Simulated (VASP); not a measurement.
The system is GaN.

```
Ga N
1.0
     0.00000    2.25350    2.25350
     2.25350    0.00000    2.25350
     2.25350    2.25350    0.00000
Ga N
1 1
Direct
  0.00000 0.00000 0.00000
  0.75000 0.75000 0.75000
```

The cell is a database's computed one.

- Program: VASP 6.6.1
- Task: relaxation of cell and atoms
- Functional: PBE
- Potentials or basis: VASP PAW PBE potentials, release 64 (Ga_d, N)
- Cutoff: 520 eV
- k mesh: 12 × 12 × 12
- Occupations: gaussian, width 0.02 eV
- Spin: no spin polarisation

At the start: pressure 5.1 GPa; volume 11.44 Å³/atom.

Q: Where does the relaxation end?

A: Over 3 steps the energy falls by 5.0 meV/atom and the volume is 11.77 Å³/atom (+2.8 %); space group F-43m (No. 216, to 0.05 Å).

Step by step:
```
step  energy change (eV)  largest force (eV/Å)  pressure (GPa)  volume (Å³)
   1              0.0000                0.0000            5.07        22.89
   2             -0.0029                0.0000           -3.78        24.11
   3             -0.0100                0.0000            0.02        23.53
```

Final structure:
```yaml
crystal:
  lattice:
    - [0.00000, 2.27450, 2.27450]
    - [2.27450, 0.00000, 2.27450]
    - [2.27450, 2.27450, 0.00000]
  atoms:
    - { symbol: Ga, position: [0.00000, 0.00000, 0.00000] }
    - { symbol: N, position: [0.75000, 0.75000, 0.75000] }
```
